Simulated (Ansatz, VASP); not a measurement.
**ZrAs3 in VASP and in Ansatz**

INCAR

```
SYSTEM = ZrAs3
PREC = Accurate ; ENCUT = 600
EDIFF = 1E-6 ; ISMEAR = 0
SIGMA = 0.1 ; LREAL = .False.
LASPH = .True. ; NELM = 100
ALGO = Normal ; ISIF = 3
LWAVE = .False. ; LCHARG = .False.
GGA = PE ; IBRION = 2
NSW = 90 ; EDIFFG = -0.04
```

Contents of KPOINTS:

```
Automatic mesh
0
Gamma
  4 4 4
  0 0 0
```

POSCAR

```
ZrAs3
1.0
    0.0000000000      3.6581828000      3.6581828000
    3.6581828000      0.0000000000      3.6581828000
    3.6581828000      3.6581828000      0.0000000000
Zr As
1 3
Direct
    0.5000000000      0.5000000000      0.5000000000
    0.2500000000      0.2500000000      0.2500000000
    0.7500000000      0.7500000000      0.7500000000
    0.0000000000      0.0000000000      0.0000000000
```

Input for Ansatz:

```yaml
crystal:
  lattice:
    - [0.0, 3.6581828, 3.6581828]
    - [3.6581828, 0.0, 3.6581828]
    - [3.6581828, 3.6581828, 0.0]
  atoms:
    - { symbol: Zr, position: [0.5, 0.5, 0.5] }
    - { symbol: As, position: [0.25, 0.25, 0.25] }
    - { symbol: As, position: [0.75, 0.75, 0.75] }
    - { symbol: As, position: [0.0, 0.0, 0.0] }
basis:
  ecutwfc: 420
kpoints:
  mp_grid: { grid: [4, 4, 4] }
hamiltonian:
  xc: pbe
scf:
  occupations: { method: gaussian, width: 0.1 }
  lower_state_search: "off"
output:
  forces: true
  stress: true
  eigenvalues: true
relax:
  adjacent_minimum: "off"
  f_tol: 0.04
  max_steps: 70
  cell: { stress_tol: 0.4 }
```

Alike in both runs: task relaxation of cell and atoms; functional PBE; k mesh 4 × 4 × 4; occupations gaussian, width 0.1 eV; no spin polarisation.

```csv
,VASP,Ansatz
version,VASP 6.6.1,Ansatz 0.2.0
potentials or method,"VASP PAW PBE potentials, release 64 (Zr_sv, As)","scalar-relativistic, plane waves, PAW"
plane-wave cutoff (eV),600,420
valence electrons in the cell,27,57
```

|  | VASP | Ansatz | Ansatz less VASP |
| --- | --- | --- | --- |
| gap on the k mesh at the Fermi level, each at its own relaxed structure (eV) | none | none | - |
| relaxed volume (Å³/atom) | 19.47 | 19.38 | -0.082 |
| relaxed cell length with the largest relative difference (Å) | 4.793 | 4.786 | -0.0068 |
| energy change over the relaxation (meV/atom) | -247 | -249 | -2.2 |

A gap of «none» marks a metal or a gap that the smearing closes. The two sets of potentials don't hold the same shells in valence.

Caveats: the k mesh is coarse (spacing up to 0.37 Å⁻¹), so the values aren't converged; the volume moved by over 15 % at a fixed basis, so the end points are rough.
